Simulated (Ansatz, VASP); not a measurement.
## PdPt2 (Pt-Pd-Pt stack, (100) layers) in two plane-wave programs

One calculation is typed for both programs; each brings its own data sets. How far apart do they land? Of the first pair: The structure shown is the start of the Ansatz relaxation below; VASP solves that cell, so the two are compared at the walk's first step.

Calculated with Ansatz 0.2.0; plane waves, with VASP 6.6.1 beside it; PBE.

## (1) Set-up

The cell holds 3 atoms: 2 Pt and 1 Pd. Its edges and angles: a = 2.751 Å, b = 2.751 Å, c = 31.580 Å, α = 90.0°, β = 90.0°, γ = 90.0°. It derives from PdPt2. Vacuum lies along c. The height across the vacuum is the one that the program set for its solve, not the one typed.

As a file:

```cif
data_structure
_symmetry_space_group_name_H-M 'P 1'
_symmetry_Int_Tables_number 1
_cell_length_a 2.7506
_cell_length_b 2.7506
_cell_length_c 31.5800
_cell_angle_alpha 90.000
_cell_angle_beta 90.000
_cell_angle_gamma 90.000
_cell_volume 238.94
loop_
_atom_site_label
_atom_site_type_symbol
_atom_site_fract_x
_atom_site_fract_y
_atom_site_fract_z
_atom_site_occupancy
Pt1 Pt 0.00000 0.00000 0.17416 1
Pt2 Pt 0.00000 0.00000 0.29734 1
Pd3 Pd 0.50000 0.50000 0.23575 1
```

## (2) Ansatz: relaxation, PBE

Ansatz runs on its PAW soft_1 files.

The two programs are compared at the cell with which this relaxation starts, whose forces are those of its first step.

input.yaml

```yaml
crystal:
  lattice:
    - [2.75065, 0.0, 0.0]
    - [0.0, 2.75065, 0.0]
    - [0.0, 0.0, 14.89]
  atoms:
    - { symbol: Pt, position: [0.0, 0.0, 0.36937542] }
    - { symbol: Pd, position: [0.5, 0.5, 0.5] }
    - { symbol: Pt, position: [0.0, 0.0, 0.63062458] }
  periodic: [true, true, false]
kpoints:
  mp_grid: { grid: [10, 10, 1] }
hamiltonian:
  xc: pbe
  pseudopotentials: { kind: paw, azcp: { folder: soft_1 } }
scf:
  occupations: { method: gaussian, width: 0.1 }
output:
  forces: true
  stress: true
  eigenvalues: true
relax:
  adjacent_minimum: "off"
  f_tol: 0.005
  max_steps: 80
  cell: { stress_2d_tol: 0.02 }
```

Run with:

```bash
$ ansatz run input.yaml --threads 4 --pin off --max-ram 12288MiB --backend cpu --events-out ev --progress --plain --runs-dir out
```

Numbers of over 12 decimals in the logs are rounded to 6 here.

The log of the run:

```text
Warning: crystal.periodic: the lattice vector that does not repeat stood 0.000° off the slab's normal, 14.890 Å along it as the deck builds it. The run solves the slab on a vector along the normal, 31.580 Å long, with every atom where it was (on the deck's vector they left 11.00 Å outside them, and the widest stretch free of ions among them is 1.94 Å). A fractional position that the run reports is one of the run's ce [...]
crystal.periodic: the lattice vector that does not repeat stood 0.000° off the slab's normal, 14.890 Å along it as the deck builds it. The run solves the slab on a vector along the normal, 31.580 Å long, with every atom where it was (on the deck's vector they left 11.00 Å outside them, and the widest stretch free of ions among them is 1.94 Å). A fractional position that the run reports is one of the run's cell, which [...]
Engine: ansatz 0.2.0, aarch64-unknown-linux-gnu
Pseudopotentials: kind: paw
Pseudopotential: Pt, paw, valence charge 18, recommended cutoff 420 eV (normal), soft_1/Pt.paw.azcp
Pseudopotential: Pd, paw, valence charge 18, recommended cutoff 420 eV (normal), soft_1/Pd.paw.azcp
Functional definition: PBE
  parameter kappa = 0.804
  parameter beta = 0.066725
  exchange = pbe_x(kappa = kappa, mu = beta*pi^2/3)
  correlation = pbe_c(beta = beta)
Crystal: 3 atoms, lattice volume = 238.937 Å³
Basis set: ecut = 420 eV, 4773 PW (Γ), exchange–correlation on 40×40×432 points (8 copies of the dense FFT grid, shifted against one another)
Bands: 33, of which v1, the nominal top of the filled ones, is band 27 counted from 1 (26 counted from 0)
Symmetry: 16 space group operations
Space group: P4/mmm (ITA 123), of the structure as read, at distance tolerance 6.2e-5 Å
k-points: 21 of 100
Non-local potential: Pt, projectors of the file, l = 0: 3, l = 1: 2, l = 2: 2, l = 3: 1
Non-local potential: Pd, projectors of the file, l = 0: 2, l = 1: 2, l = 2: 2, l = 3: 1
PAW form: soft (Blöchl's): semilocal exchange-correlation on the pseudo side does not see the compensation charge
PAW one-centre angular grid: Pt, 590 points (default); XC on 64 Gauss nodes
PAW one-centre angular grid: Pd, 590 points (default); XC on 64 Gauss nodes
Initial density: superposition of atomic densities (neutral atoms: chi_scale 0, normalization atom)
Initial wavefunctions: pseudopotential atomic-orbital guess
Functional: x = pbe(κ = 0.804, μ = 0.219515), c = pbe(β = 0.066725)
SCF iter   1: F=—  HF=-32024.585250 eV  |F-HF|=—  |Δ(HF+E_count)|=         —  Δρ=9.43e-2  dr2=4.65e1  ethr=3.10e-3  ⟨swp⟩=15.3  Hψ=5243  notcnv=0
preconditioner: auto → LDOS  [metal: Δε(μ)=0.031 eV  Ē_g=6.847 eV  σ=0.100 eV  W_gap=0.17  n_scr=20 (ndim 8)  ℏωp=13.2 eV  f_vac=0.753  D(μ)=5.09/eV (n_scr^D=18)  β→1.0]
SCF iter   2: F=—  HF=-32023.428330 eV  |F-HF|=—  |Δ(HF+E_count)|=    1.16e0  Δρ=6.21e-2  dr2=9.77e0  ethr=3.10e-3  ⟨swp⟩=4.6  Hψ=2296  notcnv=0  defer=15
[...]
basis re-selected at this cell: Δ(F+E_penalty+E_count) = +1.687e-3 eV, ΔP = +0.024 N/m vs the last step (what re-selecting the basis moved, of the pressure what is left beyond the Pulay correction that the steps carried, after the strain that the cell walked since its last selection, with what the two solves' SCF thresholds leave and, on support functions, any second-order correction that the steps lacked; it is no measure of the basis error at this ecutwfc). The dense FFT grid was sized anew with the basis: this SCF ran on 18×18×216 points, the steps before it on 20×20×216, so part of this shift can come from that change (see relax.cell in the input reference). [rest of the remark cut]
Crystal: 3 atoms, lattice volume = 224.386 Å³
iter 1 solved again at ethr=9.95e-10 eV; its pass at ethr=3.10e-3 eV (dr2=5.37e-7 eV) is discarded
SCF iter   1: F=—  HF=-32020.802712 eV  |F-HF|=—  |Δ(HF+E_count)|=         —  Δρ=1.30e-5  dr2=5.12e-7  ethr=9.95e-10  ⟨swp⟩=5.2  Hψ=4587  notcnv=0
preconditioner: auto → LDOS  [metal: Δε(μ)=0.025 eV  Ē_g=7.370 eV  σ=0.100 eV  W_gap=0.14  n_scr=20 (ndim 8)  ℏωp=13.6 eV  f_vac=0.745  D(μ)=7.53/eV (n_scr^D=52)  β→1.0]
SCF iter   2: F=—  HF=-32020.802607 eV  |F-HF|=—  |Δ(HF+E_count)|=   1.05e-4  Δρ=6.63e-6  dr2=1.79e-7  ethr=9.48e-10  ⟨swp⟩=3.0  Hψ=1220  notcnv=0
SCF iter   3: F=—  HF=-32020.802607 eV  |F-HF|=—  |Δ(HF+E_count)|=   2.67e-8  Δρ=4.91e-6  dr2=6.98e-8  ethr=3.32e-10  ⟨swp⟩=3.3  Hψ=1386  notcnv=0
SCF iter   4: F=—  HF=-32020.802607 eV  |F-HF|=—  |Δ(HF+E_count)|=   2.12e-8  Δρ=2.28e-6  dr2=3.51e-8  ethr=1.29e-10  ⟨swp⟩=2.8  Hψ=1184  notcnv=0
SCF iter   5: F=—  HF=-32020.802607 eV  |F-HF|=—  |Δ(HF+E_count)|=   1.42e-8  Δρ=1.11e-6  dr2=5.97e-9  ethr=6.51e-11  ⟨swp⟩=1.6  Hψ=826  notcnv=0
SCF iter   6: F=—  HF=-32020.802607 eV  |F-HF|=—  |Δ(HF+E_count)|=   1.62e-8  Δρ=3.86e-7  dr2=6.39e-10  ethr=1.11e-11  ⟨swp⟩=2.3  Hψ=1052  notcnv=0
SCF iter   7: F=-32020.802607 eV  HF=-32020.802607 eV  |F-HF|=1.77e-9  |Δ(HF+E_count)|=   3.30e-9  Δρ=1.03e-7  dr2=3.24e-11  ethr=1.18e-12  ⟨swp⟩=9.4  Hψ=3465  notcnv=0
SCF 8 converged in 7 iterations: F = -32020.802607 eV  dr2 = 3.24e-11
relax step   8: F+E_penalty+E_count = -32020.80260671 eV  Δ(F+E_penalty+E_count) = +3.354e-6 eV  max|allowed force component| = 6.156e-5 eV/Å  Δτ_max = 0.0001 Å  P = -0.000 N/m  Ω = 224.386 Å³  energy of the carried Pulay correction = -4.087e-6 eV  fix = [c, alpha, beta]  reactions: c -0.000 N/m  (7 SCF iters, dr2 threshold 6.35e-10 eV, accepted)
[...]
eigensolver tolerance schedule: the retry pair's looser diagonalisation over-reported the residual by 32380.56 of it (diagonalisation noise at an unbounded share of the residual, at the tolerance the schedule requests for it); recorded, not acted on — ethr = c·dr2/N_el stays at c = 1.0e-1
SCF iter   2: F=—  HF=-32020.802609 eV  |F-HF|=—  |Δ(HF+E_count)|=   7.67e-5  Δρ=4.65e-6  dr2=6.06e-8  ethr=3.16e-11  ⟨swp⟩=7.4  Hψ=3356  notcnv=0
SCF iter   3: F=—  HF=-32020.802609 eV  |F-HF|=—  |Δ(HF+E_count)|=   2.67e-9  Δρ=1.68e-6  dr2=3.68e-9  ethr=3.16e-11  ⟨swp⟩=3.1  Hψ=1451  notcnv=0
SCF iter   4: F=—  HF=-32020.802609 eV  |F-HF|=—  |Δ(HF+E_count)|=   3.04e-9  Δρ=9.65e-7  dr2=2.25e-9  ethr=6.81e-12  ⟨swp⟩=2.2  Hψ=1088  notcnv=0
SCF iter   5: F=—  HF=-32020.802609 eV  |F-HF|=—  |Δ(HF+E_count)|=   1.25e-9  Δρ=7.17e-7  dr2=1.25e-9  ethr=4.16e-12  ⟨swp⟩=1.6  Hψ=881  notcnv=0
SCF iter   6: F=—  HF=-32020.802609 eV  |F-HF|=—  |Δ(HF+E_count)|=  5.82e-11  Δρ=4.96e-7  dr2=5.86e-10  ethr=2.32e-12  ⟨swp⟩=2.1  Hψ=1059  notcnv=0
SCF iter   7: F=—  HF=-32020.802609 eV  |F-HF|=—  |Δ(HF+E_count)|=  4.00e-11  Δρ=4.80e-7  dr2=5.82e-10  ethr=1.09e-12  ⟨swp⟩=1.8  Hψ=883  notcnv=0
SCF iter   8: F=—  HF=-32020.802609 eV  |F-HF|=—  |Δ(HF+E_count)|=  1.09e-11  Δρ=4.11e-7  dr2=4.51e-10  ethr=1.08e-12  ⟨swp⟩=1.4  Hψ=768  notcnv=0
SCF iter   9: F=—  HF=-32020.802609 eV  |F-HF|=—  |Δ(HF+E_count)|=  2.18e-11  Δρ=2.41e-7  dr2=1.59e-10  ethr=1.00e-12  ⟨swp⟩=1.6  Hψ=836  notcnv=0
SCF iter  10: F=—  HF=-32020.802609 eV  |F-HF|=—  |Δ(HF+E_count)|=  8.73e-11  Δρ=4.12e-8  dr2=5.10e-12  ethr=1.00e-12  ⟨swp⟩=12.8  Hψ=5710  notcnv=0
SCF iter  11: F=-32020.802609 eV  HF=-32020.802609 eV  |F-HF|=9.09e-11  |Δ(HF+E_count)|=  1.46e-11  Δρ=1.55e-8  dr2=8.23e-13  ethr=1.00e-12  ⟨swp⟩=8.2  Hψ=3523  notcnv=0
SCF 9 converged in 11 iterations: F = -32020.802609 eV  dr2 = 8.23e-13
relax step   9: F+E_penalty+E_count = -32020.80260891 eV  Δ(F+E_penalty+E_count) = -2.203e-6 eV  max|allowed force component| = 6.276e-5 eV/Å  Δτ_max = 0.0000 Å  P = -0.001 N/m  Ω = 224.386 Å³  fix = [c, alpha, beta]  reactions: c -0.000 N/m  stress off target by 5.34e-4 N/m on what of the cell is left free  SCF on the basis re-selected at this cell (its energy is not comparable with the rows above)  (11 SCF iters)
basis re-selected at this cell: Δ(F+E_penalty+E_count) = -2.203e-6 eV, ΔP = -0.000 N/m vs the last step (what re-selecting the basis moved, of the pressure what is left beyond the Pulay correction that the steps carried, after the strain that the cell walked since its last selection, with what the two solves' SCF thresholds leave and, on support functions, any second-order correction that the steps lacked; it is no m [...]
SCF converged after 11 iterations
Free energy (F): -32020.802609 eV
Harris-Foulkes:  -32020.802609 eV  (|F-HF|=9.09e-11)
Internal energy: -32020.764970 eV  (E = F + TS)
E sigma→0 (E₀):  -32020.783789 eV
Entropy (-TS):   -0.037639 eV (-12.546 meV/atom)
Fermi energy:    -5.780593 eV
--- Per-component energies (eV) ---
  E_band       = -1880.159301
  E_kinetic    = 1640.652130
  E_local      = -223606.078640  (includes V_loc(G=0)·N_el)
  E_nonlocal   = 779.348137
  E_hartree    = 110541.748210
  E_xc         = -600.932478
  E_vxc        = -714.726029  (∫ρ·V_xc dr)
  E_paw        = -22779.065984  (= ΣΔE_a)
  E_vpaw       = -1062.853866  (= ΣTr[D̂ρ^β])
  E_aug_tail   = 0.002434  (compensation charges beyond the density's cutoff)
  E_ewald      = 102003.561220
  E_smearing   = -0.037639  (= −TS)
  E_closure    = -0.000000  (closes the sum)
  Σ components = -32020.802609   (vs F -32020.802609, Δ=0.00e0)
--- Forces (eV/Å), atoms counted from 1 ---
  atom   1  Pt     0.00000000     0.00000000     0.00006276
  atom   2  Pd     0.00000000     0.00000000     0.00000000
  atom   3  Pt    -0.00000000     0.00000000    -0.00006276
  max |Σ_I F_I| component: 6.31e-30 eV/Å
--- 2D stress c σ (N/m, compression-positive) ---
       -0.000534      -0.000000      -0.000000
       -0.000000      -0.000534       0.000000
       -0.000000       0.000000      -0.000000
  P = ½ c Tr σ = -0.0005 N/m
--- Band table (eV; the first three rows and the last of 21) ---
  k-point 0: bands = [... 23 lower, -6.5531, -6.4956, -5.9637, -5.6047, -5.6047, -5.5325, -5.4076, -4.0938, ... 2 higher]
  k-point 1: bands = [... 23 lower, -6.8742, -6.3200, -6.2932, -5.8652, -5.6177, -5.4813, -5.2267, -3.1644, ... 2 higher]
  k-point 2: bands = [... 23 lower, -7.3090, -6.7301, -6.3456, -6.2906, -5.9291, -5.5497, -4.2539, -1.7021, ... 2 higher]
  k-point 20: bands = [... 23 lower, -5.8769, -5.3265, -4.0319, -4.0313, -0.9566, -0.9566, 1.7342, 1.7342, ... 2 higher]
--- Relaxed structure (7 steps of the walk, 7 accepted, 2 SCFs on fresh bases) ---
  F+E_penalty+E_count = -32020.80260891 eV   max|allowed force component| = 6.276e-5 eV/Å   (the final SCF, on the basis selected at the relaxed cell)
  cell:  # Å, volume = 224.3857 Å³
    - [2.665579, 0, 0]
    - [0, 2.665579, 0]
    - [0, 0, 31.5799999848]
  atoms:
    - { symbol: Pt, position: [0, 0, 0.170057] }
    - { symbol: Pd, position: [0.500000, 0.500000, 0.235750] }
    - { symbol: Pt, position: [0, 0, 0.301444] }
```

## (3) VASP: single point, PBE, start cell, pair 1

The same cell, functional, mesh and smearing now go to VASP, with its own data sets.

Lines of VASP's logs that name or quote its potential files are left out, and so is its time.

INCAR

```
SYSTEM = PdPt2
PREC = Accurate
ENCUT = 400
EDIFF = 1E-06
NELM = 120
ISMEAR = 0
SIGMA = 0.1
LREAL = .FALSE.
ALGO = Normal
GGA = PE
NBANDS = 21
LASPH = .TRUE.
LORBIT = 11
LWAVE = .FALSE.
LCHARG = .FALSE.
ISIF = 2
LDIPOL = .TRUE.
IDIPOL = 3
DIPOL = 0.5 0.5 0.236
LVHAR = .TRUE.
GGA_COMPAT = .FALSE.
NELMDL = -8
KPAR = 2
```

POSCAR

```
PdPt2
1.0
    2.7506500000      0.0000000000      0.0000000000
    0.0000000000      2.7506500000      0.0000000000
    0.0000000000      0.0000000000     31.5800000000
Pt Pd
2 1
Direct
    0.0000000000      0.0000000000      0.1741608613
    0.0000000000      0.0000000000      0.2973400887
    0.5000000000      0.5000000000      0.2357504750
```

KPOINTS

```
Automatic mesh
0
Gamma
10 10 1
0 0 0
```

Potentials, in the order of the species: Pt and Pd (PBE family, release 64).

Run with:

```bash
$ mpirun -np 2 vasp_std
```

The log of the run:

```text
[banner, memory and clock lines left out]
running    2 mpi-ranks, on    1 nodes
 distrk:  each k-point on    1 cores,    2 groups
 distr:  one band on    1 cores,    1 groups

 POSCAR found type information on POSCAR PtPd
 POSCAR found :  2 types and       3 ions
 LDA part: xc-table for (Slater+PW92), standard interpolation
 POSCAR, INCAR and KPOINTS ok, starting setup
 FFT: planning ... GRIDC
 FFT: planning ... GRID_SOFT
 FFT: planning ... GRID
 WAVECAR not read
 entering main loop
       N       E                     dE             d eps       ncg     rms          rms(c)
DAV:   1     0.186946863752E+03    0.18695E+03   -0.97686E+03   882   0.890E+02
DAV:   2    -0.587644929960E+01   -0.19282E+03   -0.17963E+03  1297   0.198E+02
DAV:   3    -0.165938021908E+02   -0.10717E+02   -0.10132E+02  1051   0.518E+01
DAV:   4    -0.168174951205E+02   -0.22369E+00   -0.21843E+00  1150   0.748E+00
DAV:   5    -0.168229908234E+02   -0.54957E-02   -0.54916E-02  1121   0.109E+00
DAV:   6    -0.168231982828E+02   -0.20746E-03   -0.20745E-03  1254   0.191E-01
DAV:   7    -0.168232061839E+02   -0.79011E-05   -0.79009E-05  1088   0.303E-02
DAV:   8    -0.168232066482E+02   -0.46433E-06   -0.46449E-06   971   0.645E-03    0.149E+01
DAV:   9    -0.159876433349E+02    0.83556E+00   -0.32598E+00   987   0.141E+01    0.811E+00
DAV:  10    -0.171589498844E+02   -0.11713E+01   -0.10199E+01   947   0.318E+01    0.114E+01
DAV:  11    -0.160120952453E+02    0.11469E+01   -0.14764E+00   942   0.153E+01    0.389E+00
DAV:  12    -0.158673642971E+02    0.14473E+00   -0.16063E+00   972   0.135E+01    0.237E+00
DAV:  13    -0.158187351821E+02    0.48629E-01   -0.52134E-01   952   0.660E+00    0.667E-01
DAV:  14    -0.158135385650E+02    0.51966E-02   -0.10123E-02  1014   0.939E-01    0.395E-01
[...]
DAV:  19    -0.158109212642E+02   -0.30410E-04   -0.11151E-05   943   0.310E-02    0.536E-03
DAV:  20    -0.158109618684E+02   -0.40604E-04   -0.32459E-06   837   0.820E-03    0.317E-03
DAV:  21    -0.158109978361E+02   -0.35968E-04   -0.28949E-06   776   0.117E-02    0.412E-03
DAV:  22    -0.158110077873E+02   -0.99512E-05   -0.63371E-07   694   0.610E-03    0.152E-03
DAV:  23    -0.158110165975E+02   -0.88102E-05   -0.27025E-07   661   0.186E-03    0.939E-04
DAV:  24    -0.158110196068E+02   -0.30094E-05   -0.81999E-08   649   0.212E-03    0.299E-04
DAV:  25    -0.158110211752E+02   -0.15684E-05   -0.43605E-08   624   0.687E-04    0.389E-04
DAV:  26    -0.158110215775E+02   -0.40231E-06   -0.13455E-08   621   0.365E-04
   1 F= -.15811022E+02 E0= -.15794538E+02  d E =-.329664E-01
```

[end of part 1 of 2]

[Lines on the potential files, build, host, timing and source positions are cut from VASP's logs without a mark.]

[Logs are printed without paths, hosts, clocks, repeated set-up lines and the standing remarks that a program may print on its own settings, such as how far it seeks lower states.]

[Hosts, paths, dates, database ids (printed as entryN), source tags and the programs' standing remarks are cut or masked in the printed files.]
